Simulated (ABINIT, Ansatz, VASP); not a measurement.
**One structure in several programs: MgSe (Fm-3m, 2 atoms in the cell)**

Self-consistent single point.

```
MgSe
1.0
    0.00000     2.73000     2.73000
    2.73000     0.00000     2.73000
    2.73000     2.73000     0.00000
Mg Se
1 1
Cartesian
  0.00000   0.00000   0.00000
  2.73000   2.73000   2.73000
```

Shared settings, as Ansatz (a quantum-chemistry and plane-wave program) writes them: kpoints.mp_grid.grid = 8 8 8; scf.occupations.method = fermi_dirac; scf.occupations.width = 0.01 eV. Potentials and cutoffs stand in the table.

```tsv
code	model	pressure (GPa)	gap on the mesh (eV)	cutoff
Ansatz	LDA (PW92), default PAW files made with PBE	-2.44	1.654	420 eV
ABINIT	LDA (PW92), norm-conserving pseudopotentials (PseudoDojo nc-sr-04 LDA standard)	-2.34	1.653	1170 eV
VASP	LDA (PZ), VASP's LDA PAW potentials (set 64)	-2.74	1.640	300 eV
```

Gaps are read on the mesh.

The spread over the programs that give each value: pressure within 0.40 GPa; gap on the mesh within 0.014 eV.

Ansatz's pressure is given at a fixed set of plane waves, as the other plane-wave codes print theirs. The same LDA comes in different parametrisations, which differ slightly.

VASP's run is marked for a possible Pulay error in its stress at this cutoff; no cutoff test was made.

The starting cell has typed, rounded lattice constants, without a prior relaxation at this level.

Left out of this page: GPAW, CP2K, Elk, FLEUR and SIESTA (not drawn, or without a comparable value).

Keys are those of Ansatz 0.2.
